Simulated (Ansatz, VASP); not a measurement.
**CoO in two plane-wave programs**

One calculation is typed for both programs; each brings its own data sets. How far apart do they land? The cell is taken from a series of runs on this material, whose earlier steps may have relaxed, scaled, displaced or heated it; both programs get it as it stands.

Main program and level: Ansatz 0.2.0; plane waves, with VASP 6.6.1 beside it; single point at LDA, DFT+U.

## 1. The starting structure

The structure is cubic, space group Fm-3m (No. 225). The conventional cell has a = 4.116 Å, b = 4.116 Å, c = 4.116 Å, α = 90.00°, β = 90.00°, γ = 90.00°. Nearest to Co lie 6 O at 2.06 Å. O has 6 Co at 2.06 Å nearest. Farther neighbours and most contacts between anions are not listed.

## 2. Ansatz: single point, LDA, DFT+U, pair 1

Ansatz runs on its default PAW (the set named soft_2) files.

With cell and atoms fixed, the geometry can't cause a difference; cores, projectors, grids and the points listed under the comparison can.

input.yaml

```yaml
crystal:
  lattice:
    - [0.0, 2.05794062, 2.05794062]
    - [2.05794062, 0.0, 2.05794062]
    - [2.05794062, 2.05794062, 0.0]
  atoms:
    - { symbol: Co, position: [0.0, 0.0, 0.0], spin: 3.0 }
    - { symbol: O, position: [0.5, 0.5, 0.5] }
magnetization:
  spin_polarized: true
kpoints:
  mp_grid: { grid: [13, 13, 13] }
hamiltonian:
  xc: lda
  hubbard: { sites: [{ species: Co, l: d, u_eff: 1.75 }] }
scf:
  occupations: { method: fermi_dirac, width: 0.05 }
  max_iter: 120
  convergence: { dr2_threshold: 1.0e-08 }
basis:
  ecutwfc: 420.0
output:
  stress: true
```

Command:

```console
> ansatz run input.yaml --threads 1 --pin off --max-ram 2560MiB --backend cpu --events-out ev --progress --plain --runs-dir out
```

Numbers of over 12 decimals in the logs are rounded to 6 here.

Log:

```text
Warning: output.stress: scf.convergence.dr2_threshold = 1e-8 eV is looser than the 2e-10 eV advised for a printed stress (1e-10 eV for each atom of the cell: 2). What an SCF threshold leaves in a stress goes as its square root, and in the free energy as the threshold itself, and one threshold admits the most on a small cell: [figures from the program's tests cut] Set scf.convergence.dr2_threshold to 2e-10 eV or tighter. The threshold is an SCF's pass mark: one that does not reach it within its budget of iterations ends unconverged, or closes short of it on a stop that the run arms, and scf.convergence.dr2_threshold's page says what that costs each kind of run
Co: projections on atomic orbitals take those of the free atom [Ne] 3s2 3p6 3d7 4s2, of charge +0.00 (hamiltonian.pseudopotentials.projection_atoms); the dataset's partial waves leave at most 1.4e-6 of an orbital's norm unspanned inside its sphere
O: projections on atomic orbitals take those of the free atom [He] 2s2 2p4, of charge +0.00 (hamiltonian.pseudopotentials.projection_atoms); the dataset's partial waves leave at most 1.9e-8 of an orbital's norm unspanned inside its sphere
Engine: ansatz 0.2.0, aarch64-unknown-linux-gnu
Pseudopotentials: kind: paw
Pseudopotential: Co, paw, valence charge 17, recommended cutoff 420 eV (normal), Co.paw.azcp
Pseudopotential: O, paw, valence charge 6, recommended cutoff 420 eV (normal), O.paw.azcp
Functional definition: SPW92
  exchange = slater_x
  correlation = pw_c
Crystal: 2 atoms, lattice volume = 17.431 Å³
Basis set: ecut = 420 eV, 331 PW (Γ)
Bands: 17, of which v1, the nominal top of the filled ones, is band 12 counted from 1 (11 counted from 0)
Symmetry: 48 space group operations
Space group: Fm-3m (ITA 225), of the structure as read, at distance tolerance 2.6e-5 Å
Magnetic group: BNS 225.116 (UNI 1618), of the structure as read, at distance tolerance 2.6e-5 Å
k-points: 84 of 2197
Non-local potential: Co, projectors of the file, l = 0: 3, l = 1: 2, l = 2: 3, l = 3: 1
Non-local potential: O, projectors of the file, l = 0: 2, l = 1: 2, l = 2: 1
PAW form: soft (Blöchl's): semilocal exchange-correlation on the pseudo side does not see the compensation charge
PAW frozen core: Co, regenerated for the run's functional, and the local potential with it (the file was generated under x = pbe(κ = 0.804, μ = 0.219515), c = pbe(β = 0.066725))
PAW frozen core: O, regenerated for the run's functional, and the local potential with it (the file was generated under x = pbe(κ = 0.804, μ = 0.219515), c = pbe(β = 0.066725))
PAW one-centre angular grid: Co, 590 points (default); XC on 64 Gauss nodes
PAW one-centre angular grid: O, 110 points (default); XC on 64 Gauss nodes
Initial density: superposition of atomic densities (chi_scale 0.1, normalization cell, long waves kept (reshape's long-wave potential 0.00 eV rms))
Starting moments: Σ|m| = 3 μB on 1 of 2 sites
Initial wavefunctions: pseudopotential atomic-orbital guess
Functional: x = slater, c = lda
SCF iter   1: F=—  HF=-5617.300522 eV  |F-HF|=—  |Δ(HF+E_count)|=         —  Δρ=3.51e-1 (↑9.41e-2 ↓3.51e-1)  dr2=2.27e1  dr2_m=4.09e0  M=1.483 μB ∫|m|=1.483 μB  β_m=0.30  ethr=3.10e-3  ⟨swp⟩=5.5  Hψ=12352  notcnv=0
preconditioner: auto → none  [metal: Δε(μ)=0.002 eV  Ē_g=15.235 eV  σ=0.050 eV  W_gap=0.01  n_scr=8 (ndim 8)  ℏωp=34.4 eV  f_vac=0.000  D(μ)=3.35/eV (n_scr^D=58)  sad-step TF]
SCF iter   2: F=—  HF=-5615.361749 eV  |F-HF|=—  |Δ(HF+E_count)|=    1.94e0  Δρ=8.93e-2 (↑5.52e-2 ↓8.93e-2)  dr2=8.01e-1  dr2_m=3.95e-1  M=2.861 μB ∫|m|=2.861 μB  β_m=1.00  ethr=3.10e-3  ⟨swp⟩=3.0  Hψ=7713  notcnv=0  defer=74
SCF iter   3: F=—  HF=-5615.214192 eV  |F-HF|=—  |Δ(HF+E_count)|=   1.48e-1  Δρ=3.29e-2 (↑3.29e-2 ↓2.39e-2)  dr2=1.28e-1  dr2_m=1.35e-2  M=2.779 μB ∫|m|=2.784 μB  β_m=0.30  ethr=3.10e-3  ⟨swp⟩=2.9  Hψ=6585  notcnv=0  defer=58
SCF iter   4: F=—  HF=-5615.353803 eV  |F-HF|=—  |Δ(HF+E_count)|=   1.40e-1  Δρ=1.92e-2 (↑1.40e-2 ↓1.92e-2)  dr2=2.82e-2  dr2_m=3.10e-2  M=2.683 μB ∫|m|=2.689 μB  β_m=0.30  ethr=5.57e-4  ⟨swp⟩=2.3  Hψ=5646  notcnv=0  defer=60
Mixer restart at iter 4: flushing history
spin-set hold released at iteration 4 (site moments contracting): the magnetisation degrees of freedom join the quasi-Newton model from the next iteration; the mixer history was flushed
SCF iter   5: F=—  HF=-5615.429566 eV  |F-HF|=—  |Δ(HF+E_count)|=   7.58e-2  Δρ=1.39e-2 (↑9.60e-3 ↓1.39e-2)  dr2=4.71e-2  dr2_m=2.79e-3  M=2.795 μB ∫|m|=2.802 μB  β_m=0.40  ethr=1.23e-4  ⟨swp⟩=2.3  Hψ=4933  notcnv=0  defer=70
SCF iter   6: F=—  HF=-5615.485158 eV  |F-HF|=—  |Δ(HF+E_count)|=   5.56e-2  Δρ=2.39e-2 (↑1.35e-2 ↓2.39e-2)  dr2=5.59e-2  dr2_m=4.20e-2  M=2.616 μB ∫|m|=2.624 μB  β_m=0.21  ethr=1.23e-4  ⟨swp⟩=2.1  Hψ=5892  notcnv=0  defer=78
SCF iter   7: F=—  HF=-5615.506968 eV  |F-HF|=—  |Δ(HF+E_count)|=   2.18e-2  Δρ=8.04e-3 (↑7.31e-3 ↓8.04e-3)  dr2=1.78e-3  dr2_m=8.08e-3  M=2.658 μB ∫|m|=2.667 μB  β_m=0.69  ethr=1.23e-4  ⟨swp⟩=2.4  Hψ=4812  notcnv=0  defer=85
SCF iter   8: F=—  HF=-5615.520546 eV  |F-HF|=—  |Δ(HF+E_count)|=   1.36e-2  Δρ=1.67e-2 (↑7.23e-3 ↓1.67e-2)  dr2=3.00e-2  dr2_m=1.70e-2  M=2.532 μB ∫|m|=2.541 μB  β_m=0.69  ethr=7.73e-6  ⟨swp⟩=2.0  Hψ=4813  notcnv=0  defer=85
SCF iter   9: F=—  HF=-5615.518958 eV  |F-HF|=—  |Δ(HF+E_count)|=   1.59e-3  Δρ=4.99e-3 (↑4.37e-3 ↓4.99e-3)  dr2=3.05e-3  dr2_m=2.67e-3  M=2.505 μB ∫|m|=2.513 μB  β_m=0.66  ethr=7.73e-6  ⟨swp⟩=2.0  Hψ=5608  notcnv=0  defer=88
[...]
SCF 1 converged in 14 iterations: F = -5615.518887 eV  dr2 = 8.23e-9
  greatest PAW one-centre occupation: 1.004 electrons in one spin orbital (limit 2), on the Co atom at site 0 (counted from 0), in its partial waves of l = 1
Symmetry: 12 space group operations
k-points: 231 of 2197
Initial density: read from a saved state, or passed on in memory by an earlier SCF of this step, an earlier step, the calling program or the single point that the run made first
Starting moments: Σ|m| = 3 μB on 1 of 2 sites; this step starts from the density that it was given
[...]
preconditioner: auto → none  [metal: Δε(μ)=0.009 eV  Ē_g=14.899 eV  σ=0.050 eV  W_gap=0.04  n_scr=8 (ndim 8)  ℏωp=34.4 eV  f_vac=0.000  D(μ)=0.61/eV (n_scr^D=0)]
[...]
SCF iter   7: F=-5615.610852 eV  HF=-5615.610852 eV  |F-HF|=1.49e-9  |Δ(HF+E_count)|=   1.54e-8  Δρ=3.54e-6 (↑3.54e-6 ↓2.34e-6)  dr2=1.82e-9  dr2_m=8.24e-10  M=2.861 μB ∫|m|=2.867 μB  ethr=4.35e-11  ⟨swp⟩=1.9  Hψ=21574  notcnv=0
SCF iter   8: F=-5615.610852 eV  HF=-5615.610852 eV  |F-HF|=1.50e-9  |Δ(HF+E_count)|=  1.09e-11  Δρ=3.54e-6 (↑3.54e-6 ↓2.35e-6)  dr2=1.83e-9  dr2_m=8.27e-10  M=2.861 μB ∫|m|=2.867 μB  ethr=7.93e-12  ⟨swp⟩=1.0  Hψ=24496  notcnv=0
SCF 2 converged in 8 iterations: F = -5615.610852 eV  dr2 = 1.83e-9
  greatest PAW one-centre occupation: 1.005 electrons in one spin orbital (limit 2), on the Co atom at site 0 (counted from 0), in its partial waves of l = 1
iter 1 solved again at ethr=8.88e-9 eV; its pass at ethr=3.10e-3 eV (dr2=2.04e-6 eV) is discarded
SCF iter   1: F=—  HF=-5615.610852 eV  |F-HF|=—  |Δ(HF+E_count)|=         —  Δρ=3.45e-6 (↑3.45e-6 ↓2.66e-6)  dr2=2.29e-9  dr2_m=7.82e-10  M=2.861 μB ∫|m|=2.867 μB  β_m=0.30  ethr=8.88e-9  ⟨swp⟩=3.1  Hψ=57812  notcnv=0
preconditioner: auto → none  [metal: Δε(μ)=0.005 eV  Ē_g=14.919 eV  σ=0.050 eV  W_gap=0.03  n_scr=8 (ndim 8)  ℏωp=34.4 eV  f_vac=0.000  D(μ)=0.67/eV (n_scr^D=0)]
SCF iter   2: F=-5615.610852 eV  HF=-5615.610852 eV  |F-HF|=4.85e-10  |Δ(HF+E_count)|=  5.76e-10  Δρ=3.94e-6 (↑2.52e-6 ↓3.94e-6)  dr2=1.09e-9  dr2_m=1.31e-9  M=2.861 μB ∫|m|=2.867 μB  ethr=9.96e-12  ⟨swp⟩=6.0  Hψ=30938  notcnv=0
SCF 3 converged in 2 iterations: F = -5615.610852 eV  dr2 = 1.09e-9
Symmetry: 4 space group operations
k-points: 595 of 2197
Initial wavefunctions: those read from a saved state, or passed on in memory by an earlier step or the calling program
iter 1 solved again at ethr=4.72e-12 eV; its pass at ethr=4.35e-6 eV (dr2=1.09e-9 eV) is discarded
SCF iter   1: F=—  HF=-5615.610852 eV  |F-HF|=—  |Δ(HF+E_count)|=         —  Δρ=3.94e-6 (↑2.52e-6 ↓3.94e-6)  dr2=1.08e-9  dr2_m=1.31e-9  M=2.861 μB ∫|m|=2.867 μB  ethr=4.72e-12  ⟨swp⟩=1.0  Hψ=119747  notcnv=0
SCF iter   2: F=—  HF=-5615.604679 eV  |F-HF|=—  |Δ(HF+E_count)|=   6.17e-3  Δρ=5.77e-3 (↑2.42e-3 ↓5.77e-3)  dr2=4.48e-3  dr2_m=1.18e-3  M=2.854 μB ∫|m|=2.861 μB  ethr=4.35e-6  ⟨swp⟩=1.0  Hψ=108590  notcnv=0
SCF iter   3: F=—  HF=-5615.610836 eV  |F-HF|=—  |Δ(HF+E_count)|=   6.16e-3  Δρ=1.09e-3 (↑5.05e-4 ↓1.09e-3)  dr2=2.22e-4  dr2_m=2.07e-5  M=2.861 μB ∫|m|=2.868 μB  ethr=4.35e-6  ⟨swp⟩=1.0  Hψ=55680  notcnv=0
SCF iter   4: F=—  HF=-5615.610853 eV  |F-HF|=—  |Δ(HF+E_count)|=   1.74e-5  Δρ=1.50e-4 (↑9.91e-5 ↓1.50e-4)  dr2=5.89e-6  dr2_m=1.99e-7  M=2.861 μB ∫|m|=2.867 μB  ethr=1.52e-6  ⟨swp⟩=1.0  Hψ=47983  notcnv=0
an SCF along what the orbitals of the run's state read of its open shells (or to have them read: on a GPU, or by another smearing), with 44 of the crystal's symmetry operations given up (595 k-points in place of 84), reached no lower state that the run goes on to. This is no proof of a minimum
SCF converged after 2 iterations
Magnetization: 2.8608 μB (12.9304 up, 10.0696 down)
Absolute magnetization: 2.8668 μB (∫|ρ↑−ρ↓|, with the PAW one-centre terms)
Spin contamination: 0.0094 ħ² per cell (⟨S²⟩ above its minimum at these occupations)
Per-site moments (μB) at R_I (Å): [(2.416327, 0.848901), (0.286987, 0.848901)]
Free energy (F): -5615.610852 eV
Harris-Foulkes:  -5615.610852 eV  (|F-HF|=4.85e-10)
Internal energy: -5615.605098 eV  (E = F + TS)
E sigma→0 (E₀):  -5615.607975 eV
Entropy (-TS):   -0.005755 eV (-2.877 meV/atom)
Fermi energy:    15.526626 eV
--- Per-component energies (eV) ---
  E_band       = -271.973361
  E_kinetic    = 620.752383
  E_local      = -3281.592685  (includes V_loc(G=0)·N_el)
  E_nonlocal   = 521.599145
  E_hartree    = 1348.462931
  E_xc         = -227.117840
  E_vxc        = -293.941635  (∫ρ·V_xc dr)
  E_hubbard    = 0.516987  (on-site DFT+U / exact-exchange correction)
  E_vhub       = -5.449376  (the Hubbard potential's part of the band-sum identity)
  E_paw        = -1603.304236  (= ΣΔE_a)
  E_vpaw       = -530.270820  (= ΣTr[D̂ρ^β])
  E_aug_tail   = 0.002578  (compensation charges beyond the density's cutoff)
  E_ewald      = -2995.439532
  E_core_change = 0.515172  (= ΣΔE_core)
  E_smearing   = -0.005755  (= −TS)
  E_closure    = 0.000000  (closes the sum)
  Σ components = -5615.610852   (vs F -5615.610852, Δ=0.00e0)
--- Stress (GPa, compression-positive) ---
        7.922043       0.848471       0.848471
        0.848471       7.922043       0.848471
        0.848471       0.848471       7.922043
  P = ⅓ Tr σ = 7.9220 GPa (79.220 kbar)
--- Band table (eV; the first three rows and the last of 462) ---
  k-point 0 ↑: bands = [... 8 lower, 11.7841, 11.7841, 12.0764, 12.1233, 12.1233, 17.1652, 32.4508, 34.0907, ... 1 higher]
  k-point 1 ↑: bands = [... 8 lower, 11.2587, 11.8225, 12.3033, 12.6857, 12.7287, 17.5879, 31.3557, 33.9452, ... 1 higher]
  k-point 2 ↑: bands = [... 8 lower, 11.1574, 11.9655, 12.4872, 13.4959, 13.5443, 18.5498, 29.5815, 33.2162, ... 1 higher]
  k-point 230 ↓: bands = [... 8 lower, 14.6250, 14.6535, 16.3457, 18.5347, 18.7770, 21.5630, 26.5273, 29.4912, ... 1 higher]
Occupation matrices written to <dir>
```

The run ends at a pressure of 7.92 GPa.

(Part 1 of 3 ends here.)

[Lines on the potential files, build, host, timing and source positions are cut from VASP's logs without a mark.]

[Logs are printed without paths, hosts, clocks, repeated set-up lines and the standing remarks that a program may print on its own settings, such as how far it seeks lower states.]

[Hosts, paths, dates, database ids (printed as entryN), source tags and the programs' standing remarks are cut or masked in the printed files.]
